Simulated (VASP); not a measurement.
# A VASP study of LiNd (SCAN + D3(BJ)): structure first, properties next

What structure does LiNd take at this level, and what are its properties? The steps: relaxing cell and atoms (SCAN + D3(BJ)), second relaxation, single point with fields (SCAN + D3(BJ)), bands along the symmetry lines (SCAN + D3(BJ)), total and projected DOS (SCAN + D3(BJ)) and optical spectrum (SCAN + D3(BJ)). The cell is invented: it takes the structure of COD entry 1523864, NdTl (space group 221 there), with some of its atoms replaced by other elements, volume scaled by an estimate. It may not be a known or stable phase. Left out of this account: at least 7 further runs (self-consistent run: a volume scan without its fit; self-consistent run: a spoilt try).

Calculated with VASP 6.6.1; SCAN with D3(BJ), spin-polarised from a ferromagnetic start (one magnetic atom a cell); plane waves and PAW (Nd, Li_sv), in the first sound run; inputs show where later runs differ.

Report form: the programs' logs are mostly left out.

The structure was built from a prototype and need not be the compound's stable phase.

## (1) The structure

Before any relaxation, the start is as follows. Symmetry: Pm-3m, No. 221, cubic system. Conventional cell: a = 3.650 Å, b = 3.650 Å, c = 3.650 Å, α = 90.00°, β = 90.00°, γ = 90.00°. Nearest to Nd lie 8 Li at 3.16 Å. Nearest to Li lie 8 Nd at 3.16 Å. It derives from NdTl. It takes the structure of COD entry 1523864, NdTl (space group 221 there), with some of its atoms replaced by other elements, volume scaled by an estimate. Farther neighbours are not listed.

## (2) Relaxing cell and atoms (SCAN + D3(BJ))

The start need not lie at this functional's minimum. ISIF = 3 frees volume, shape and positions, and EDIFFG sets the threshold on forces and stress at which the search stops. SCAN adds the kinetic-energy density; it is numerically more delicate than r2SCAN. A dispersion term adds the long-range attraction that semilocal functionals lack. D3 with Becke-Johnson damping keeps a finite attraction at short range.

File INCAR:

```
SYSTEM = LiNd
PREC = Accurate
ENCUT = 650
EDIFF = 1E-06
NELM = 100
ISMEAR = 0
SIGMA = 0.05
LREAL = .FALSE.
ALGO = Normal
METAGGA = SCAN
IVDW = 12
LASPH = .TRUE.
NBANDS = 15
ISPIN = 2
MAGMOM = 3 0
LMAXMIX = 6
LORBIT = 11
LWAVE = .FALSE.
LCHARG = .FALSE.
IBRION = 2
NSW = 60
ISIF = 3
EDIFFG = -0.01
```

File POSCAR:

```
LiNd
1.0
    3.6504500000      0.0000000000      0.0000000000
    0.0000000000      3.6504500000      0.0000000000
    0.0000000000      0.0000000000      3.6504500000
Nd Li
1 1
Direct
    0.0000000000      0.0000000000      0.0000000000
    0.5000000000      0.5000000000      0.5000000000
```

File KPOINTS:

```
Automatic mesh
0
Gamma
6 6 6
0 0 0
```

PAW data sets: Nd and Li_sv (PBE family, release 64).

On the command line:

```
mpirun -np 1 vasp_std
```

The job ended after 10 min (1 MPI rank of Intel Xeon 6975P-C (Granite Rapids), shared host; peak memory 0.25 GiB).

The cell holds one magnetic atom, so no antiferromagnetic order fits into it. The k-mesh is coarse for a metal. Without U or exact exchange f electrons of an open shell on Nd come out too delocalised, which can shrink the cell and pin f bands at the Fermi level. SCAN-type functionals tend to overstate the moments of itinerant magnets. The PAW data sets were made with PBE, which is usual practice but a small mismatch for other functionals. After so large a change of volume the plane waves of the start cell no longer fit, so the final stress carries a basis-set error. Dispersion corrections of this kind ignore metallic screening and tend to overbind metals. The run keeps the 48 symmetry operations of its start, so it cannot find a distortion of lower symmetry.

The steps of the relaxation:

```tsv
step	energy less that of the first step (eV)	largest force (eV/Å)	pressure (GPa)	volume (Å³)
1	0.0000	0.0000	4.22	48.65
2	-0.0756	0.0000	1.55	53.30
3	-0.0911	0.0000	0.07	56.58
4	-0.0912	0.0000	-0.04	56.75
```

```tsv
conventional cell, symmetrised	before	after	change
a (Å)	3.650	3.843	+5.3 %
b (Å)	3.650	3.843	+5.3 %
c (Å)	3.650	3.843	+5.3 %
volume (Å³/atom)	24.32	28.37	+16.7 %
```

Final coordinates:

```xyz
2
Lattice="3.8429 0.0000 0.0000 0.0000 3.8429 0.0000 0.0000 0.0000 3.8429" Properties=species:S:1:pos:R:3 pbc="T T T"
Nd    0.0000    0.0000    0.0000
Li    1.9214    1.9214    1.9214
```

Numbers from this step:

```
electrons                                         : 17
bands                                             : 15
irreducible k-points                              : 20
symmetry operations                               : 48
free energy (TOTEN)                               : -49.70 eV
energy at zero smearing                           : -49.69 eV
Fermi energy                                      : 3.085 eV
pressure                                          : -0.04128 GPa
moment of the cell, from the last line of the log : 4.391 μB
metallic, judged on the points sampled            : yes
SCF cycles over all ionic steps                   : 143
```

Spin moment in the PAW sphere by atom:

```tsv
atom	spin moment in the PAW sphere (μB)
Nd1	3.16
Li2	0.00
```

It ends with forces that vanish by symmetry and a pressure of -0.04 GPa.

## (3) Second relaxation

The basis stayed that of the start cell while the cell moved. A rerun from the cell reached resets it; the error of the finite cutoff stays.

INCAR is that of step 2.

File POSCAR:

```
LiNd
1.0
    3.8428518044      0.0000000000      0.0000000000
    0.0000000000      3.8428518044      0.0000000000
    0.0000000000      0.0000000000      3.8428518044
Nd Li
1 1
Direct
    0.0000000000      0.0000000000      0.0000000000
    0.5000000000      0.5000000000      0.5000000000
```

KPOINTS is that of step 2.

On the command line:

```
mpirun -np 1 vasp_std
```

Run time: 18 min. Hardware: 1 MPI rank; peak memory 0.27 GiB.

In some ionic steps the electronic loop met its limit (NELM), so the energies of those steps, and differences from them, are uncertain.

Little changed from the start: no atom moved by 0.005 Å and no cell edge by 0.1 %.

Numbers from this step:

```yaml
free_energy_toten: -49.71 eV
energy_at_zero_smearing: -49.71 eV
fermi_energy: 3.084 eV
pressure: -0.05000 GPa
moment_of_the_cell_from_the_last_line_of_the_log: 4.390 μB
scf_cycles_over_all_ionic_steps: 336
```

It ends with forces that vanish by symmetry and a pressure of -0.05 GPa. The volume moved by under 0.01 %, so the volume is settled.

## (4) Single point with fields (SCAN + D3(BJ))

A single point on the relaxed cell gives a clean self-consistent state, with density, ELF and potential written out.

INCAR: that of step 3 with these lines changed.

```diff
@@ -18,6 +18,5 @@
 LWAVE = .FALSE.
-LCHARG = .FALSE.
-IBRION = 2
-NSW = 60
-ISIF = 3
-EDIFFG = -0.01
+LCHARG = .TRUE.
+ISIF = 2
+LELF = .TRUE.
+LVHAR = .TRUE.
```

File POSCAR:

```
LiNd
1.0
    3.8428539867      0.0000000000      0.0000000000
    0.0000000000      3.8428539867      0.0000000000
    0.0000000000      0.0000000000      3.8428539867
Nd Li
1 1
Direct
    0.0000000000      0.0000000000      0.0000000000
    0.5000000000      0.5000000000      0.5000000000
```

KPOINTS is that of step 3.

On the command line:

```
mpirun -np 1 vasp_std
```

Run time: 3.3 min. Hardware: 1 MPI rank; peak memory 0.26 GiB.

With spin, VASP writes an ELF for each channel.

Numbers from this step:

- SCF cycles: 63
- Fermi energy: 3.085 eV
- pressure: -0.1401 GPa

Valence electrons inside each PAW sphere by angular momentum. Sphere charges, by row:

```tsv
atom	s (e)	p (e)	d (e)	f (e)	tot (e)
Nd1	2.015	5.236	0.579	3.107	10.94
Li2	2.046	0.018	0	0	2.063
```

Spin density in the ac plane at fractional y = 0.000, with atoms of Nd within 0.2 Å of it.

Ten even steps from '_' (0.0 e/Å³) to '@' (5.1 e/Å³), each cell a mean:
```
##++..__________________--**
--::..__________________..--
____________________________
____________________________
____________________________
____________________________
____________________________
____________________________
____________________________
____________________________
____________________________
....____________________....
**++..__________________::++
@@**..__________________--##
```
Columns run along a (3.8 Å), rows up along c (3.8 Å). Atoms in or near the plane, at fractional coordinates: Nd at (0.00, 0.00).

Valence density in the ac plane at fractional y = 0.000, with atoms of Nd within 0.2 Å of it. It is the smooth field of the valence electrons, not physical close to the nuclei.

Ten even steps from '_' (0.1 e/Å³) to '@' (4.2 e/Å³), each cell a mean:
```
@@@@**::____________..--%%@@
%%%%++::______________::**%%
----::________________..::--
....______________________..
____________________________
____________________________
____________________________
____________________________
____________________________
____________________________
::::..__________________::::
****==..______________::++**
@@@@**::____________..--%%@@
%%@@**::____________..--%%@@
```
Columns run along a (3.8 Å), rows up along c (3.8 Å). Atoms in or near the plane, at fractional coordinates: Nd at (0.00, 0.00).

Electrostatic potential energy in the ac plane at fractional y = 0.000, with atoms of Nd within 0.2 Å of it. With pseudopotentials it is smooth inside the atoms' cores, unlike the true potential.

Ten even steps from '_' (-41 eV) to '@' (3 eV), each cell a mean:
```
____::==**%%@@@@@@%%**--..__
....--++##%%@@@@@@%%##==::..
--==++##%%@@@@@@@@%%%%**==--
++**##%%@@@@@@@@@@@@%%%%##**
%%%%%%@@@@@@@@@@@@@@@@%%%%%%
@@@@@@@@@@@@@@@@@@@@@@@@@@@@
@@@@@@@@@@@@@@@@@@@@@@@@@@@@
@@@@@@@@@@@@@@@@@@@@@@@@@@@@
%%%%%%@@@@@@@@@@@@@@@@@@%%%%
**####%%@@@@@@@@@@@@@@%%##**
====++##%%@@@@@@@@@@%%##++==
..::==++##%%@@@@@@%%##++--::
____::==##%%@@@@@@%%**==..__
____..==**%%@@@@@@%%++--..__
```
Columns run along a (3.8 Å; values clipped at the 3rd and 97th percentile), rows up along c (3.8 Å). Atoms in or near the plane, at fractional coordinates: Nd at (0.00, 0.00).

In this run the pressure is -0.14 GPa, small enough to go on; single stress components reach 0.14 GPa.

## (5) Bands along the symmetry lines (SCAN + D3(BJ))

This step: SCAN with D3(BJ), spin-polarised from a ferromagnetic start; plane waves and PAW (Nd, Li_sv); invented cell (VASP 6.6.1).

Levels along the symmetry lines show where the bands peak and cross; KPOINTS_OPT computes them in the converged potential.

File INCAR:

```
SYSTEM = LiNd
PREC = Accurate
ENCUT = 650
EDIFF = 1E-06
NELM = 100
ISMEAR = 0
SIGMA = 0.05
LREAL = .FALSE.
ALGO = Normal
METAGGA = SCAN
IVDW = 12
LASPH = .TRUE.
NBANDS = 21
ISPIN = 2
MAGMOM = 3.168 0.003
LMAXMIX = 6
LORBIT = 11
LWAVE = .FALSE.
LCHARG = .FALSE.
```

POSCAR is that of step 4.

KPOINTS is that of step 4.

File KPOINTS_OPT:

```
Line mode
16
Line-mode
Reciprocal
  0.00000000   0.00000000   0.00000000 GAMMA
  0.00000000   0.50000000   0.00000000 X

  0.00000000   0.50000000   0.00000000 X
  0.50000000   0.50000000   0.00000000 M

  0.50000000   0.50000000   0.00000000 M
  0.00000000   0.00000000   0.00000000 GAMMA

  0.00000000   0.00000000   0.00000000 GAMMA
  0.50000000   0.50000000   0.50000000 R

  0.50000000   0.50000000   0.50000000 R
  0.00000000   0.50000000   0.00000000 X

  0.50000000   0.50000000   0.00000000 M
  0.50000000   0.50000000   0.50000000 R
```

On the command line:

```
mpirun -np 1 vasp_std
```

Wall time 5.6 min (1 MPI rank); peak memory 0.26 GiB.

Spin-orbit coupling is off here; it can split and shift levels that hold much weight on Nd by tenths of an eV or more.

Numbers from this step:

```yaml
scf_cycles: 42
bands: 21
fermi_energy: 3.084 eV
pressure: -0.03589 GPa
moment_of_the_cell_from_the_last_line_of_the_log: 4.389 μB
```

Spin up. The electronic bands at the labelled points (eV, zero at the Fermi level; # counts the bands kept in this run):

```tsv
point	#3	#4	#5	#6	#7	#8	#9	#10
Γ	-2.51	-2.51	-0.86	-0.85	0.13	0.17	0.17	1.40
0.47 of the way	-2.50	-2.49	-0.62	-0.48	0.08	0.16	0.20	1.38
X	-2.48	-2.46	-0.54	-0.30	0.08	0.24	0.28	1.36
0.53 of the way	-2.45	-1.66	-1.22	0.03	0.08	0.27	0.63	1.15
M	-2.42	-1.72	-0.66	0.09	0.09	0.30	1.05	1.05
0.47 of the way	-2.51	-2.47	-0.51	-0.04	0.00	0.21	0.33	1.19
Γ	-2.51	-2.51	-0.86	-0.85	0.13	0.17	0.17	1.40
0.53 of the way	-2.46	-1.95	-0.05	-0.04	-0.01	0.08	0.09	1.17
R	-2.42	-1.35	-1.34	-1.34	0.08	0.11	0.11	1.03
0.53 of the way	-2.45	-1.15	-1.09	-0.11	0.04	0.09	0.15	1.19
X	-2.48	-2.46	-0.54	-0.30	0.08	0.24	0.28	1.36
jump to M	-2.42	-1.72	-0.66	0.09	0.09	0.30	1.05	1.05
0.53 of the way	-2.43	-1.53	-0.61	-0.61	0.03	0.10	0.10	1.14
R	-2.42	-1.35	-1.34	-1.34	0.08	0.11	0.11	1.03
```

Of the projections kept (Nd, Li), the largest for each band there, as a share of the weight inside these atoms' spheres; weight between the spheres isn't counted:

```tsv
point	#3	#4	#5	#6	#7	#8	#9	#10
Γ	Nd 1.00	Nd 1.00	Nd 1.00	Nd 1.00	Nd 1.00	Nd 1.00	Nd 1.00	Nd 1.00
X	Nd 1.00	Nd 1.00	Nd 0.76	Nd 1.00	Nd 1.00	Nd 1.00	Nd 1.00	Nd 1.00
M	Nd 1.00	Nd 0.88	Nd 1.00	Nd 1.00	Nd 1.00	Nd 1.00	Nd 0.87	Nd 0.87
Γ	Nd 1.00	Nd 1.00	Nd 1.00	Nd 1.00	Nd 1.00	Nd 1.00	Nd 1.00	Nd 1.00
R	Nd 1.00	Nd 0.96	Nd 0.96	Nd 0.96	Nd 1.00	Nd 1.00	Nd 1.00	Nd 0.99
X	Nd 1.00	Nd 1.00	Nd 0.76	Nd 1.00	Nd 1.00	Nd 1.00	Nd 1.00	Nd 1.00
```

Spin down. The electronic bands at the labelled points (eV, zero at the Fermi level; # counts the bands kept in this run):

```tsv
point	#1	#2	#3	#4	#5
Γ	-3.50	0.91	0.91	1.80	1.80
0.47 of the way	-2.82	0.87	1.23	1.74	1.79
X	-1.52	-0.14	1.77	1.80	1.82
0.53 of the way	-0.65	-0.45	1.55	1.69	1.82
M	-1.08	1.29	1.29	1.41	1.65
0.47 of the way	-1.82	0.63	1.28	1.73	1.77
Γ	-3.50	0.91	0.91	1.80	1.80
0.53 of the way	-1.26	0.71	0.71	1.59	1.77
R	-0.70	-0.70	-0.70	1.45	1.85
0.53 of the way	-0.59	-0.16	0.54	1.66	1.82
X	-1.52	-0.14	1.77	1.80	1.82
jump to M	-1.08	1.29	1.29	1.41	1.65
0.53 of the way	-0.88	-0.03	-0.03	1.56	1.84
R	-0.70	-0.70	-0.70	1.45	1.85
```

Of the projections kept (Nd, Li), the largest for each band there, as a share of the weight inside these atoms' spheres; weight between the spheres isn't counted:

```tsv
point	#1	#2	#3	#4	#5
Γ	Nd 0.64	Nd 1.00	Nd 1.00	Nd 1.00	Nd 1.00
X	Nd 0.91	Nd 0.66	Nd 1.00	Nd 1.00	Nd 1.00
M	Nd 0.84	Nd 0.92	Nd 0.92	Nd 1.00	Nd 1.00
Γ	Nd 0.64	Nd 1.00	Nd 1.00	Nd 1.00	Nd 1.00
R	Nd 0.94	Nd 0.94	Nd 0.94	Nd 0.99	Nd 1.00
X	Nd 0.91	Nd 0.66	Nd 1.00	Nd 1.00	Nd 1.00
```

There is no gap at this level.

## (6) Total and projected DOS (SCAN + D3(BJ))

A density of states needs more k-points than a total energy, and tetrahedra (ISMEAR = -5) or a smearing that fits the mesh; LORBIT projects the states on the PAW spheres. The mesh is finer than in the run before.

INCAR: that of step 5 with these lines changed.

```diff
@@ -5,3 +5,3 @@
 NELM = 100
-ISMEAR = 0
+ISMEAR = -5
 SIGMA = 0.05
@@ -19 +19,2 @@
 LCHARG = .FALSE.
+NEDOS = 2001
```

POSCAR is that of step 5.

File KPOINTS:

```
Automatic mesh
0
Gamma
9 9 9
0 0 0
```

On the command line:

```
mpirun -np 1 vasp_std
```

Wall time 6.7 min (1 MPI rank); peak memory 0.29 GiB.

Flat bands give spikes narrower than the energy grid here, so the curve is not tabled. With tetrahedra the forces and stress of a metal are not exact derivatives of the energy.

This step gave:

```
SCF cycles                                           : 63
irreducible k-points                                 : 35
free energy (TOTEN)                                  : -49.70 eV
Fermi energy                                         : 3.086 eV
pressure                                             : -0.07533 GPa
moment of the cell, from the last line of the log    : 4.724 μB
DOS at the Fermi level, one point of the energy grid : 9.065 states/eV/cell
```

Spin moment in the PAW sphere by atom:

```tsv
atom	spin moment in the PAW sphere (μB)
Nd1	3.22
Li2	0.01
```

The finer mesh and the other smearing move the Fermi level by +0.00 eV from the 6×6×6 run, a small shift, which tests the Fermi level alone.

## (7) Optical spectrum (SCAN + D3(BJ))

LOPTICS sums transitions from filled to empty bands. NBANDS is raised for it.

INCAR: that of step 6 with these lines changed.

```diff
@@ -5,3 +5,3 @@
 NELM = 100
-ISMEAR = -5
+ISMEAR = 0
 SIGMA = 0.05
@@ -12,3 +12,3 @@
 LASPH = .TRUE.
-NBANDS = 21
+NBANDS = 24
 ISPIN = 2
@@ -19,2 +19,4 @@
 LCHARG = .FALSE.
-NEDOS = 2001
+LOPTICS = .TRUE.
+NEDOS = 1500
+CSHIFT = 0.1
```

POSCAR is that of step 6.

KPOINTS is that of step 6.

On the command line:

```
mpirun -np 1 vasp_std
```

It took 8.2 min on 1 MPI rank; peak memory 0.42 GiB.

The run was stopped at its time limit, by a STOPCAR file.

At the end rms(c) stands at 2e-02, against 4e-01 half way through the cycles shown.

More ranks or a longer limit might have been enough; this was not tried.

## (8) What came out

```yaml
relaxed_volume: 28.37 Å³/atom
relaxed_conventional_cell_a_b_c: 3.843, 3.843, 3.843 Å
space_group_after_relaxing_within_0p02_a: Pm-3m (No. 221)
moment_of_the_cell_6x6x6_mesh: 4.39 μB
largest_site_moment_6x6x6_mesh: 3.17 μB on Nd1
band_gap: none, a metal
```

In words: With SCAN + D3(BJ), LiNd relaxes to 28.37 Å³/atom in space group Pm-3m, comes out as a metal and keeps moments of up to 3.17 μB (6×6×6 mesh). Not obtained: optical spectrum (SCAN + D3(BJ)), because the run hit its time limit. Bands along the symmetry lines (SCAN + D3(BJ)), spin up: Of the bands kept, 2 cross the Fermi level on this path. Bands along the symmetry lines (SCAN + D3(BJ)), spin down: Of the bands kept, 2 cross the Fermi level on this path. Spin-orbit coupling is left out, and with elements this heavy it would split and shift bands near the Fermi level. The k-sampling is coarse for a metal, so the Fermi level, moments, pressures and the shape of the cell carry errors. Only the typed magnetic starts were tried, so the magnetic ground state may differ and with it the other results. No search among competing phases was made. All values are for a static lattice at zero temperature.

[Lines on the potential files, build, host, timing and source positions are cut from VASP's logs without a mark.]

[Logs are printed without paths, hosts, clocks, repeated set-up lines and the standing remarks that a program may print on its own settings, such as how far it seeks lower states.]

[Hosts, paths, dates, database ids (printed as entryN), source tags and the programs' standing remarks are cut or masked in the printed files.]

[A measured line is paired with the nearest computed mode of its activity, which favours agreement.]

[In band tables of VASP the shares of atoms and orbitals are scaled to a sum of 1 inside the atoms' spheres.]
